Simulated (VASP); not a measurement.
**Na3ScO8: single point with PBE**

Na3ScO8:

```
Sc O Na
1.0
    -3.25201    3.26681    3.56497
     3.30809   -3.26839    3.61532
     3.26686    3.28324   -3.56636
Sc O Na
1 8 3
Direct
  0.99725 0.98874 0.98126
  0.55596 0.58384 0.60805
  0.38294 0.01675 0.97871
  0.95186 0.97280 0.39438
  0.01650 0.35129 0.95498
  0.70620 0.67620 0.50147
  0.29820 0.78572 0.99652
  0.16515 0.20802 0.48146
  0.79706 0.29457 0.95078
  0.74860 0.28420 0.53417
  0.27119 0.76034 0.52423
  0.48065 0.47706 0.97152
```

The cell was built by a generator and needn't be a form met in nature.

```
Program                : VASP 6.6.1
Task                   : single point
Functional             : PBE
Potentials or basis    : VASP PAW PBE potentials, release 64 (Sc_sv, O, Na_pv)
Cutoff                 : 520 eV
k mesh                 : 3 × 3 × 3
Occupations            : fermi-dirac, width 0.05 eV
Spin                   : no spin polarisation
Dipole correction      : no
Further INCAR settings : ALGO = Fast; EDIFF = 1e-06; NBANDS = 52
```

```
Pressure               : 4.0 GPa
Largest force          : 9.935 eV/Å
Band gap on the k mesh : none (metal or under the smearing width)
```

Forces in eV/Å, atoms in the order of the input:
```
Sc  -0.361  0.146 -0.097
O    1.247  1.336 -1.374
O    1.704 -1.153  1.202
O   -1.238 -0.575 -0.985
O   -4.130  5.520  7.154
O   -0.144  0.420  2.402
O    0.564 -0.402 -2.141
O   -0.502 -0.605  1.785
O    3.383 -3.514 -8.182
Na  -0.750 -0.663  0.247
Na  -0.006 -0.721 -0.079
Na   0.234  0.211  0.068
```

Stress tensor (GPa, compression positive):
```
-3.71 -2.61 -3.63
-2.61 -2.74  2.47
-3.63  2.47 18.38
```

Levels at points of the mesh, in eV from the Fermi level:
```
           k point  band 37  band 38  band 39  band 40  band 41  band 42  band 43  band 44
(0.00, 0.00, 0.00)    -0.38    -0.29    -0.09     0.00     0.11     2.74     3.08     3.53
```

Wall time 2.2 min on 1 thread of Intel(R) Xeon(R) 6975P-C (Granite Rapids), with other jobs on the host, peak memory 0.37 GiB.

Caveat: the k mesh is coarse (spacing up to 0.45 Å⁻¹), so the values aren't converged; the standard files for N, O and F lose accuracy on very short bonds; forces of over 1 eV/Å show positions far from the minimum, so gaps and moduli don't describe the material at rest.
